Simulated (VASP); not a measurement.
A run of VASP 6.6.1 is set up as follows.

Contents of INCAR:

```
ALGO = Fast
EDIFF = 1E-6
EDIFFG = -0.04
ENCUT = 600
GGA = PE
IBRION = 2
ISIF = 3
ISMEAR = 0
LASPH = True
LCHARG = False
LREAL = False
LWAVE = False
NELM = 100
NSW = 90
PREC = Accurate
SIGMA = 0.1
```

File KPOINTS:

```
k-points
0
Gamma
  4 4 4
```

File POSCAR:

```
Al6SiSe3
1.0
    6.1078998400      0.0000000000      0.0000000000
    0.0000000000      6.1078998400      0.0000000000
    0.0000000000      0.0000000000      6.1078998400
Al Si Se
6 1 3
Direct
    0.2145338700      0.5000000000      0.5000000000
    0.7854661300      0.5000000000      0.5000000000
    0.5000000000      0.2145338700      0.5000000000
    0.5000000000      0.7854661300      0.5000000000
    0.5000000000      0.5000000000      0.2145338700
    0.5000000000      0.5000000000      0.7854661300
    0.0000000000      0.0000000000      0.0000000000
    0.5000000000      0.0000000000      0.0000000000
    0.0000000000      0.5000000000      0.0000000000
    0.0000000000      0.0000000000      0.5000000000
```

Potentials or basis: VASP PAW PBE potentials, release 64 (Al, Si, Se).

Run with:

```sh
$ cat potpaw_PBE.64/Al/POTCAR potpaw_PBE.64/Si/POTCAR potpaw_PBE.64/Se/POTCAR > POTCAR
$ mpirun -np 1 vasp_std > vasp.out
```

**Question.** Predict the relaxed volume.

**Answer.** 22.58 Å³/atom.

**Question.** Predict the relaxed cell.

**Answer.** a = 6.090 Å, b = 6.090 Å, c = 6.090 Å, α = 90.00°, β = 90.00°, γ = 90.00°.

**Question.** Estimate the band gap on the k mesh.

**Answer.** None (metal or under the smearing width).

**Question.** What does it give for the space group after relaxing (to 0.05 Å)?

**Answer.** Pm-3m (No. 221).

Final structure:
```
CELL_PARAMETERS angstrom
6.08978 0.00000 0.00000
0.00000 6.08978 0.00000
0.00000 0.00000 6.08978
ATOMIC_POSITIONS crystal
Al 0.19305 0.50000 0.50000
Al 0.80695 0.50000 0.50000
Al 0.50000 0.19305 0.50000
Al 0.50000 0.80695 0.50000
Al 0.50000 0.50000 0.19305
Al 0.50000 0.50000 0.80695
Si 0.00000 0.00000 0.00000
Se 0.50000 0.00000 0.00000
Se 0.00000 0.50000 0.00000
Se 0.00000 0.00000 0.50000
```
